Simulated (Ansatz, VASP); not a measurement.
# Cross-check of ZrTaGe2As4Se2 (1T-ZrSe2 under TaGe2As4, AB) between VASP and Ansatz

Wanted: the spread between two codes on one cell, functional and k mesh. Of the first pair: The structure shown is the start of the Ansatz relaxation below; VASP solves that cell, so the two are compared at the walk's first step.

Main program and level: Ansatz 0.2.0; plane waves, with VASP 6.6.1 beside it; PBE with D4.

### 1. Starting point

The cell holds 10 atoms: 2 Se, 1 Zr, 4 As, 2 Ge and 1 Ta. Its edges and angles: a = 3.765 Å, b = 3.765 Å, c = 63.237 Å, α = 90.0°, β = 90.0°, γ = 120.0°. Vacuum lies along c.

### 2. Ansatz: relaxation, PBE with D4

Ansatz runs on its default PAW (the set named soft_2) files.

The two programs are compared at the cell with which this relaxation starts, whose forces are those of its first step.

Input file input.yaml:

```yaml
crystal:
  lattice:
    - [3.765, 0.0, 0.0]
    - [-1.8825, 3.2605856452, 0.0]
    - [0.0, 0.0, 63.2365610899]
  atoms:
    - { symbol: Se, position: [0.6666666667, 0.3333333333, 0.3724111431] }
    - { symbol: Zr, position: [0.0, 0.0, 0.399795192] }
    - { symbol: Se, position: [0.3333333333, 0.6666666667, 0.427179241] }
    - { symbol: As, position: [0.3333333333, 0.6666666667, 0.4754108327] }
    - { symbol: Ge, position: [0.6666666667, 0.3333333333, 0.4890579798] }
    - { symbol: As, position: [0.6666666667, 0.3333333333, 0.5257456168] }
    - { symbol: Ta, position: [0.3333333333, 0.6666666667, 0.5514998448], spin: 1.0 }
    - { symbol: As, position: [0.6666666667, 0.3333333333, 0.5772540728] }
    - { symbol: Ge, position: [0.6666666667, 0.3333333333, 0.6139417099] }
    - { symbol: As, position: [0.3333333333, 0.6666666667, 0.6275888569] }
  periodic: [true, true, false]
magnetization:
  spin_polarized: true
kpoints:
  mp_grid: { grid: [12, 12, 1] }
hamiltonian:
  xc: pbe
  dispersion: d4
scf:
  occupations: { method: fermi_dirac, width: 0.05 }
  convergence: { dr2_threshold: 1.0e-09 }
relax:
  f_tol: 0.004
  max_steps: 90
  cell: {}
output:
  write_potential: true
  write_density: true
  volumetric_format: npy
```

The run is started by

```
$ ansatz run input.yaml --threads 4 --pin off --max-ram 12288MiB --backend cpu --events-out ev --progress --plain --runs-dir out
```

Numbers of over 12 decimals in the logs are rounded to 6 here.

Log:

```text
Warning: relax.cell: scf.convergence.dr2_threshold = 1e-9 eV is looser than the 1.46387202171e-10 eV advised for a relaxation that steers and ends on the stress (1e-10 eV for each atom of the cell: 10, times the square of relax.cell.stress_2d_tol = 0.05 N/m over 26.1 Å (the atoms' height at the walk's start and 5 Å past either face), 1.913e-2 GPa, over a crystal's default 0.05). What an SCF threshold leaves in a stress goes as its square root, and in the free energy as the threshold itself, and one threshold admits the most on a small cell: [figures from the program's tests cut] Set scf.convergence.dr2_threshold to 1.46387202171e-10 eV or tighter. [rest of the remark cut]
Engine: ansatz 0.2.0, x86_64-unknown-linux-gnu
Pseudopotentials: kind: paw
Pseudopotential: Se, paw, valence charge 16, recommended cutoff 420 eV (normal), Se.paw.azcp
Pseudopotential: Zr, paw, valence charge 12, recommended cutoff 420 eV (normal), Zr.paw.azcp
Pseudopotential: As, paw, valence charge 15, recommended cutoff 420 eV (normal), As.paw.azcp
Pseudopotential: Ge, paw, valence charge 14, recommended cutoff 420 eV (normal), Ge.paw.azcp
Pseudopotential: Ta, paw, valence charge 13, recommended cutoff 420 eV (normal), Ta.paw.azcp
Functional definition: PBE
  parameter kappa = 0.804
  parameter beta = 0.066725
  exchange = pbe_x(kappa = kappa, mu = beta*pi^2/3)
  correlation = pbe_c(beta = beta)
Crystal: 10 atoms, lattice volume = 776.299 Å³
Basis set: ecut = 420 eV, 15259 PW (Γ), exchange–correlation on 54×54×864 points (8 copies of the dense FFT grid, shifted against one another)
Bands: 88, of which v1, the nominal top of the filled ones, is band 73 counted from 1 (72 counted from 0)
Symmetry: 6 space group operations
Space group: P3m1 (ITA 156), of the structure as read, at distance tolerance 9.2e-5 Å
Magnetic group: BNS 156.49 (UNI 1279), of the structure as read, at distance tolerance 9.2e-5 Å
k-points: 19 of 144 (time reversal used)
Non-local potential: Se, projectors of the file, l = 0: 2, l = 1: 2, l = 2: 3, l = 3: 1
Non-local potential: Zr, projectors of the file, l = 0: 3, l = 1: 2, l = 2: 2, l = 3: 2
Non-local potential: As, projectors of the file, l = 0: 2, l = 1: 2, l = 2: 3, l = 3: 1
Non-local potential: Ge, projectors of the file, l = 0: 2, l = 1: 2, l = 2: 3, l = 3: 1
Non-local potential: Ta, projectors of the file, l = 0: 3, l = 1: 2, l = 2: 2, l = 3: 1
PAW form: soft (Blöchl's): semilocal exchange-correlation on the pseudo side does not see the compensation charge
PAW one-centre angular grid: Se, 590 points (default); XC on 64 Gauss nodes
PAW one-centre angular grid: Zr, 590 points (default); XC on 64 Gauss nodes
PAW one-centre angular grid: As, 590 points (default); XC on 64 Gauss nodes
PAW one-centre angular grid: Ge, 590 points (default); XC on 64 Gauss nodes
PAW one-centre angular grid: Ta, 590 points (default); XC on 64 Gauss nodes
Initial density: superposition of atomic densities (neutral atoms: chi_scale 0, normalization atom)
Starting moments: Σ|m| = 1 μB on 1 of 10 sites
Initial wavefunctions: pseudopotential atomic-orbital guess
Functional: x = pbe(κ = 0.804, μ = 0.219515), c = pbe(β = 0.066725)
SCF iter   1: F=—  HF=-53076.264842 eV  |F-HF|=—  |Δ(HF+E_count)|=         —  Δρ=1.06e-2 (↑1.06e-2 ↓1.02e-2)  dr2=5.37e0  dr2_m=2.82e-2  M=0.584 μB ∫|m|=0.774 μB  β_m=0.30  ethr=3.10e-3  ⟨swp⟩=10.1  Hψ=15414  notcnv=0  defer=39
Mixer restart at iter 1: flushing history
preconditioner: auto → LDOS  [metal: Δε(μ)=0.037 eV  Ē_g=8.531 eV  σ=0.050 eV  W_gap=0.18  n_scr=130 (ndim 8)  ℏωp=9.3 eV  f_vac=0.687  D(μ)=1.80/eV (n_scr^D=12)]
spin=Collinear: LDOS preconditioning applied to the charge; magnetization (m = ρ↑ − ρ↓) channel mixes plain (no charge-response kernel on spin).
SCF iter   2: F=—  HF=-53075.283393 eV  |F-HF|=—  |Δ(HF+E_count)|=   9.81e-1  Δρ=6.62e-3 (↑6.62e-3 ↓6.26e-3)  dr2=1.49e0  dr2_m=1.63e-2  M=0.559 μB ∫|m|=0.736 μB  β_m=0.43  ethr=3.10e-3  ⟨swp⟩=2.6  Hψ=5011  notcnv=0  defer=269
SCF iter   3: F=—  HF=-53075.093457 eV  |F-HF|=—  |Δ(HF+E_count)|=   1.90e-1  Δρ=3.13e-3 (↑3.13e-3 ↓2.92e-3)  dr2=5.28e-1  dr2_m=5.54e-3  M=0.505 μB ∫|m|=0.662 μB  β_m=0.43  ethr=1.03e-3  ⟨swp⟩=3.1  Hψ=5608  notcnv=0  defer=268
SCF iter   4: F=—  HF=-53075.069645 eV  |F-HF|=—  |Δ(HF+E_count)|=   2.38e-2  Δρ=1.62e-3 (↑1.62e-3 ↓1.46e-3)  dr2=1.66e-1  dr2_m=2.73e-3  M=0.464 μB ∫|m|=0.609 μB  β_m=0.46  ethr=3.64e-4  ⟨swp⟩=3.3  Hψ=5227  notcnv=0  defer=245
[...]
SCF converged after 6 iterations
Magnetization: -0.0000 μB (72.5000 up, 72.5000 down)
Absolute magnetization: 0.0000 μB (∫|ρ↑−ρ↓|, with the PAW one-centre terms)
Spin contamination: 0.0000 ħ² per cell (⟨S²⟩ above its minimum at these occupations)
Per-site moments (μB) at R_I (Å): [(2.240624769631606e-8, 1.106793), (-4.433796910469489e-9, 1.106793), (2.4170462275241985e-8, 1.107796), (-2.9115767497319443e-7, 1.006468), (-5.674640729230759e-7, 1.006468), (5.938571317097013e-7, 1.008944), (-1.8813534275969594e-5, 1.079124), (5.435759973664486e-7, 1.006419), (-5.683675203383319e-7, 1.006419), (-3.138140501432093e-7, 1.006553)]
Free energy (F): -53076.530908 eV
Harris-Foulkes:  -53076.530908 eV  (|F-HF|=1.15e-9)
Internal energy: -53076.506068 eV  (E = F + TS)
E sigma→0 (E₀):  -53076.518488 eV
Entropy (-TS):   -0.024840 eV (-2.484 meV/atom)
Fermi energy:    -5.094195 eV
--- Per-component energies (eV) ---
  E_band       = -4436.800118
  E_kinetic    = 1571.583762
  E_local      = -1497342.964093  (includes V_loc(G=0)·N_el)
  E_nonlocal   = -2944.725858
  E_hartree    = 747384.296441
  E_xc         = -1057.562281
  E_vxc        = -1038.707608  (∫ρ·V_xc dr)
  E_paw        = -26552.258234  (= ΣΔE_a)
  E_vpaw       = 549.424657  (= ΣTr[D̂ρ^β])
  E_aug_tail   = -0.000434  (compensation charges beyond the density's cutoff)
  E_ewald      = 725868.269357
  E_disp       = -3.144729  (pairwise vdW)
  E_smearing   = -0.024840  (= −TS)
  E_closure    = -0.000000  (closes the sum)
  Σ components = -53076.530908   (vs F -53076.530908, Δ=0.00e0)
--- Forces (eV/Å), atoms counted from 1 ---
  atom   1  Se     0.00000000    -0.00000000    -0.00011556
  atom   2  Zr     0.00000000     0.00000000     0.00006856
  atom   3  Se     0.00000000     0.00000000    -0.00039911
  atom   4  As     0.00000000     0.00000000     0.00053446
  atom   5  Ge    -0.00000000     0.00000000    -0.00159658
  atom   6  As     0.00000000     0.00000000     0.00146233
  atom   7  Ta     0.00000000     0.00000000     0.00011803
  atom   8  As    -0.00000000     0.00000000    -0.00163040
  atom   9  Ge    -0.00000000     0.00000000     0.00121051
  atom  10  As     0.00000000     0.00000000     0.00035161
  max |Σ_I F_I| component: 3.85e-6 eV/Å
--- 2D stress c σ (N/m, compression-positive) ---
       -0.004242       0.000000      -0.000000
        0.000000      -0.004242       0.000000
       -0.000000       0.000000      -0.000000
  P = ½ c Tr σ = -0.0042 N/m
--- Band table (eV; the first three rows and the last of 38) ---
  k-point 0 ↑: bands = [... 69 lower, -5.3517, -5.3049, -5.3049, -4.6436, -4.2142, -4.2142, -3.7294, -3.3678, ... 11 higher]
  k-point 1 ↑: bands = [... 69 lower, -5.5919, -5.5595, -5.4854, -4.6005, -4.1504, -3.9231, -3.5504, -2.8141, ... 11 higher]
  k-point 2 ↑: bands = [... 69 lower, -6.0072, -5.8389, -5.6980, -4.7568, -4.3067, -3.4501, -3.2935, -2.9319, ... 11 higher]
  k-point 18 ↓: bands = [... 69 lower, -7.3504, -6.5793, -5.8928, -4.3853, -4.0119, -3.7087, -3.3587, -2.9884, ... 11 higher]
  the weakly bound empty levels are not read free of the cell's end (no_gap_told)
--- Relaxed structure (7 steps of the walk, 7 accepted, 1 SCFs on fresh bases) ---
  F+E_penalty+E_count = -53076.53090808 eV   max|allowed force component| = 1.631e-3 eV/Å   (the final SCF, on the basis selected at the relaxed cell)
  cell:  # Å, volume = 759.9513 Å³
    - [3.725147, 0, 0]
    - [-1.862574, 3.226072, 0]
    - [0, 0, 63.2365610899]
  atoms:
    - { symbol: Se, position: [0.666667, 0.333333, 0.367786] }
    - { symbol: Zr, position: [-4.020267318303258e-17, -2.22044604925839e-17, 0.393155] }
    - { symbol: Se, position: [0.333333, 0.666667, 0.418588] }
    - { symbol: As, position: [0.333333, 0.666667, 0.473865] }
    - { symbol: Ge, position: [0.666667, 0.333333, 0.492086] }
    - { symbol: As, position: [0.666667, 0.333333, 0.530765] }
    - { symbol: Ta, position: [0.333333, 0.666667, 0.554317] }
    - { symbol: As, position: [0.666667, 0.333333, 0.577977] }
    - { symbol: Ge, position: [0.666667, 0.333333, 0.616559] }
    - { symbol: As, position: [0.333333, 0.666667, 0.634787] }
```

(Part 1 of 2 ends here.)

[Lines on the potential files, build, host, timing and source positions are cut from VASP's logs without a mark.]

[Logs are printed without paths, hosts, clocks, repeated set-up lines and the standing remarks that a program may print on its own settings, such as how far it seeks lower states.]

[Hosts, paths, dates, database ids (printed as entryN), source tags and the programs' standing remarks are cut or masked in the printed files.]
